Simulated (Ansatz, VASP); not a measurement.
# Si2W in two plane-wave programs, part 2 of 2

One calculation is typed for both programs; each brings its own data sets. How far apart do they land? The cell is taken from a series of runs on this material, whose earlier steps may have relaxed, scaled, displaced or heated it; both programs get it as it stands.

VASP 6.6.1 and Ansatz 0.2.0.

So far: The structure; VASP: zone-centre phonons, PBEsol.

**3. Ansatz: zone-centre phonons, PBEsol**

Level of this step: Ansatz beside VASP: Kohn-Sham DFT, plane waves, PBEsol (Ansatz).

Ansatz runs on its PAW soft_1 files.

The same cell, functional, mesh and smearing now go to Ansatz, which takes its cutoff from its data sets.

The input, input.yaml:

```yaml
crystal:
  lattice:
    - [-1.5694423767, 1.5694423767, 3.9389637465]
    - [1.5694423767, -1.5694423767, 3.9389637465]
    - [1.5694423767, 1.5694423767, -3.9389637465]
  atoms:
    - { symbol: Si, position: [0.3340093299, 0.3340093299, 0.0] }
    - { symbol: Si, position: [0.6659906701, 0.6659906701, 0.0] }
    - { symbol: W, position: [0.0, 0.0, 0.0] }
kpoints:
  mp_grid: { grid: [20, 20, 20] }
hamiltonian:
  xc: pbesol
  pseudopotentials: { kind: paw, azcp: { folder: soft_1 }, xc_functional: pbe }
scf:
  occupations: { method: methfessel_paxton, width: 0.2 }
output:
  eigenvalues: true
phonons:
  method: dfpt
```

On the command line:

```
$ ansatz run input.yaml --threads 4 --pin off --max-ram 10240MiB --backend cpu --events-out ev --progress --plain --runs-dir out
```

Numbers of over 12 decimals in the logs are rounded to 6 here.

What it wrote:

```text
zone centre: on kpoints.mp_grid the ground state, and the responses unless they are solved on pairs of k-points, stand on 1166 of the mesh's 8000 k-points, reduced under 4 symmetry operations, with k and −k counted as one. Each operation leaves every solved displacement unchanged or reverses it
Engine: ansatz 0.2.0, aarch64-unknown-linux-gnu
Pseudopotentials: kind: paw
Pseudopotential: Si, paw, valence charge 4, recommended cutoff 420 eV (normal), soft_1/Si.paw.azcp
Pseudopotential: W, paw, valence charge 14, recommended cutoff 420 eV (normal), soft_1/W.paw.azcp
Functional definition: PBEsol
  exchange = pbesol_x
  correlation = pbesol_c
Crystal: 3 atoms, lattice volume = 38.809 Å³
Basis set: ecut = 420 eV, 769 PW (Γ), exchange–correlation on 64×64×64 points (8 copies of the dense FFT grid, shifted against one another)
Bands: 15, of which v1, the nominal top of the filled ones, is band 11 counted from 1 (10 counted from 0)
Symmetry: 16 space group operations
k-points: 1166 of 8000 (irreducible under 4 space group operations, time reversal used)
Non-local potential: Si, projectors of the file, l = 0: 2, l = 1: 2, l = 2: 1
Non-local potential: W, projectors of the file, l = 0: 3, l = 1: 2, l = 2: 2, l = 3: 1
PAW form: soft (Blöchl's): semilocal exchange-correlation on the pseudo side does not see the compensation charge
PAW frozen core: Si, regenerated for the run's functional, and the local potential with it (the file was generated under x = pbe(κ = 0.804, μ = 0.219515), c = pbe(β = 0.066725))
PAW frozen core: W, regenerated for the run's functional, and the local potential with it (the file was generated under x = pbe(κ = 0.804, μ = 0.219515), c = pbe(β = 0.066725))
PAW one-centre angular grid: Si, 110 points (default); XC on 64 Gauss nodes
PAW one-centre angular grid: W, 590 points (default); XC on 64 Gauss nodes
Initial density: superposition of atomic densities (chi_scale 0.1, normalization cell, long waves kept (reshape's long-wave potential 0.00 eV rms))
Initial wavefunctions: pseudopotential atomic-orbital guess
Functional: x = pbesol(κ = 0.804, μ = 0.123457), c = pbesol(β = 0.046)
SCF iter   1: F=—  HF=-11502.167994 eV  |F-HF|=—  |Δ(HF+E_count)|=         —  Δρ=4.93e-2  dr2=8.88e-1  ethr=3.10e-3  ⟨swp⟩=5.4  Hψ=102806  notcnv=0
preconditioner: auto → Kerker (q_TF=auto, 2.482 Å⁻¹)  [metal: Δε(μ)=0.003 eV  Ē_g=8.541 eV  σ=0.200 eV  W_gap=0.01  n_scr=10 (ndim 8)  ℏωp=22.3 eV  f_vac=0.000  D(μ)=0.31/eV (n_scr^D=0)]
SCF iter   2: F=—  HF=-11501.935997 eV  |F-HF|=—  |Δ(HF+E_count)|=   2.32e-1  S|Δr|=    0.00e0  Δρ=2.66e-2  dr2=2.09e-1  ethr=3.10e-3  ⟨swp⟩=2.1  Hψ=31494  notcnv=0
SCF iter   3: F=—  HF=-11501.859994 eV  |F-HF|=—  |Δ(HF+E_count)|=   7.60e-2  S|Δr|=    0.00e0  Δρ=6.30e-3  dr2=1.27e-2  ethr=9.48e-4  ⟨swp⟩=2.8  Hψ=31671  notcnv=0
SCF iter   4: F=—  HF=-11501.855239 eV  |F-HF|=—  |Δ(HF+E_count)|=   4.75e-3  S|Δr|=    0.00e0  Δρ=4.95e-4  dr2=5.02e-5  ethr=5.78e-5  ⟨swp⟩=2.6  Hψ=25606  notcnv=0
SCF iter   5: F=—  HF=-11501.855221 eV  |F-HF|=—  |Δ(HF+E_count)|=   1.81e-5  S|Δr|=    0.00e0  Δρ=5.89e-5  dr2=9.60e-7  ethr=2.28e-7  ⟨swp⟩=2.0  Hψ=25967  notcnv=0
SCF iter   6: F=—  HF=-11501.855222 eV  |F-HF|=—  |Δ(HF+E_count)|=   8.82e-7  S|Δr|=    0.00e0  Δρ=1.03e-5  dr2=3.59e-8  ethr=4.37e-9  ⟨swp⟩=2.6  Hψ=26306  notcnv=0  defer=2
SCF iter   7: F=—  HF=-11501.855222 eV  |F-HF|=—  |Δ(HF+E_count)|=   4.65e-9  S|Δr|=    0.00e0  Δρ=1.37e-6  dr2=1.06e-9  ethr=1.63e-10  ⟨swp⟩=2.3  Hψ=25690  notcnv=0  defer=2
SCF iter   8: F=—  HF=-11501.855222 eV  |F-HF|=—  |Δ(HF+E_count)|=  2.44e-10  S|Δr|=    0.00e0  Δρ=2.11e-7  dr2=1.78e-11  ethr=4.80e-12  ⟨swp⟩=2.3  Hψ=25161  notcnv=0  defer=2
SCF iter   9: F=-11501.855222 eV  HF=-11501.855222 eV  |F-HF|=1.82e-12  |Δ(HF+E_count)|=  3.64e-12  S|Δr|=    0.00e0  Δρ=2.33e-8  dr2=2.29e-13  ethr=1.00e-12  ⟨swp⟩=5.3  Hψ=72735  notcnv=0
SCF 1 converged in 9 iterations: F = -11501.855222 eV  dr2 = 2.29e-13
  greatest PAW one-centre occupation: 0.999 electrons in one spin orbital (limit 2), on the W atom at site 2 (counted from 0), in its partial waves of l = 0
DFPT response loops at Γ: preconditioner auto → Kerker (q_TF=auto, 2.482 Å⁻¹) (partly filled bands, converged f_vac=0.000); β = 1.00, the filter's whole step (`scf.mixing.beta` (0.50) is not read by the response loops under this deck's `scf.mixing.preconditioner`; to damp them name `kerker` or `kerker_dos`, under which they read `scf.mixing.beta`, and type it under 1.00, their step now; both keys bind the ground state too); Broyden in place of MSR1
SCF converged after 9 iterations
Stability not checked: this state was not tested for a lower state beside it, because cold or Methfessel-Paxton smearing, or corrected tetrahedra, fill the levels in a way that the test cannot read (fill_not_monotonic; see scf.lower_state_search)
Free energy (F): -11501.855222 eV
Harris-Foulkes:  -11501.855222 eV  (|F-HF|=1.82e-12)
Internal energy: -11501.856052 eV  (E = F + TS)
E sigma→0 (E₀):  -11501.855430 eV
Entropy (-TS):   0.000830 eV (0.277 meV/atom)
Fermi energy:    17.415596 eV
Step filling:    the computed levels leave a gap of 0.0000 eV = 0.0 smearing widths at the electron count; against every level under it full and every level over it empty, smearing changes F+E_penalty+E_count by +0.135 meV and its σ→0 estimate by -0.073 meV
--- Per-component energies (eV) ---
  E_band       = -67.933647
  E_kinetic    = 517.018445
  E_local      = -863.827321  (includes V_loc(G=0)·N_el)
  E_nonlocal   = 21.643180
  E_hartree    = 380.083259
  E_xc         = -384.157487
  E_vxc        = -335.196564  (∫ρ·V_xc dr)
  E_paw        = -9446.951099  (= ΣΔE_a)
  E_vpaw       = -167.738105  (= ΣTr[D̂ρ^β])
  E_aug_tail   = 0.000211  (compensation charges beyond the density's cutoff)
  E_ewald      = -1725.950219
  E_core_change = 0.284979  (= ΣΔE_core)
  E_smearing   = 0.000830  (= −TS)
  E_closure    = 0.000000  (closes the sum)
  Σ components = -11501.855222   (vs F -11501.855222, Δ=0.00e0)
--- Band table (eV; the first three rows and the last of 1166) ---
  k-point 0: bands = [... 7 lower, 13.7685, 14.5354, 14.5354, 18.2092, 20.1248, 20.5457, 20.8314, 20.8314]
  k-point 1: bands = [... 7 lower, 13.7951, 14.2909, 14.7854, 17.7652, 20.3913, 20.4124, 20.8898, 20.9399]
  k-point 2: bands = [... 7 lower, 13.6984, 13.8763, 15.1962, 16.7611, 20.1548, 21.0319, 21.0470, 21.1629]
  k-point 1165: bands = [... 7 lower, 14.6644, 16.7299, 16.7299, 16.8071, 16.8071, 18.3741, 21.5036, 22.5818]
--- Phonons (Γ-DFPT): 4 representative perturbations + reference, on 1166 of 8000 k-points (Σ response iterations 12) ---
  k mesh reduced under 4 symmetry operations, with k and −k counted as one. Each operation leaves every solved displacement unchanged or reverses it
  ASR residual: 8.577e-6 → 0.000e0 eV/Å²; symmetrization residual: 1.663e-6 eV/Å²
  ASR residual per site (eV/Å²): 8.58e-6 8.58e-6 1.91e-6
  Γ frequencies (cm⁻¹): 0.00 0.00 0.00 284.83 284.83 310.63 366.99 366.99 444.33
  non-analytic LO–TO correction: not included (Born effective charges unavailable; polar crystals: no LO–TO splitting at Γ)
```

**4. Comparison**

Known differences besides the potentials themselves: the data sets hold 22 valence electrons in Ansatz (on its PAW soft_1 files) and 14 in VASP; the cutoff is 420 eV in Ansatz and 600 eV in VASP; Ansatz makes its cores anew for this functional, VASP keeps those of its PBE data sets. Total energies have different zeros and are not compared.

Compared:

```tsv
quantity	Ansatz	VASP	difference
optical mode 1 to 2 (cm⁻¹)	284.8	287.4	-0.90 %
optical mode 3 (cm⁻¹)	310.6	313.0	-0.76 %
optical mode 4 to 5 (cm⁻¹)	367.0	369.3	-0.64 %
optical mode 6 (cm⁻¹)	444.3	447.5	-0.72 %
```

Modes are paired by rising frequency, not by their patterns, so a pair may set unlike modes beside each other; they are those without the splitting of longitudinal modes.

**5. Results**

* r.m.s. difference of the optical zone-centre modes, each program's sorted by frequency (zone-centre phonons, PBEsol): 2.6 cm⁻¹
* difference in optical mode 1 to 2 (zone-centre phonons, PBEsol): -0.9 %

In words: The r.m.s. difference of the optical zone-centre modes, each program's sorted by frequency is 2.6 cm⁻¹ (zone-centre phonons, PBEsol). The data sets hold unlike numbers of valence electrons (22 in Ansatz and 14 in VASP), so part of the differences comes from the potentials. Among the rows given in per cent, the largest difference of the zone-centre phonons, PBEsol pair is in optical mode 1 to 2, -0.9 %. Such differences can come from data sets, numerical settings and the points named under the comparisons, not from the functional's error against experiment.

[Lines on the potential files, build, host, timing and source positions are cut from VASP's logs without a mark.]

[Logs are printed without paths, hosts, clocks, repeated set-up lines and the standing remarks that a program may print on its own settings, such as how far it seeks lower states.]

[Hosts, paths, dates, database ids (printed as entryN), source tags and the programs' standing remarks are cut or masked in the printed files.]
